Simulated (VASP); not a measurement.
Here is the system:

```
Ge
1.0
    0.00000     2.83573     2.83573
    2.83573     0.00000     2.83573
    2.83573     2.83573     0.00000
Ge
2
Direct
  0.00000   0.00000   0.00000
  0.25000   0.25000   0.25000
```

Method: PBEsol GGA, VASP's PBE PAW potentials (set 64) (plane waves; VASP). Numerical set-up: 500 eV cut-off, 11×11×11 Γ-centred mesh, first-order Methfessel-Paxton smearing of 0.10 eV, potentials Ge_d.

### Question
Estimate the energy per atom (σ→0), band gap (on the k-mesh) with the smallest direct gap where there is one.

### Answer

```yaml
band gap (on the k-mesh): none (metal, semimetal or under 0.01 eV)
energy per atom (σ→0): -4.936 eV/atom
```

The absolute energy has meaning only against runs of the same code, potentials and settings.

The compound is Ge in the diamond structure. It was relaxed first.
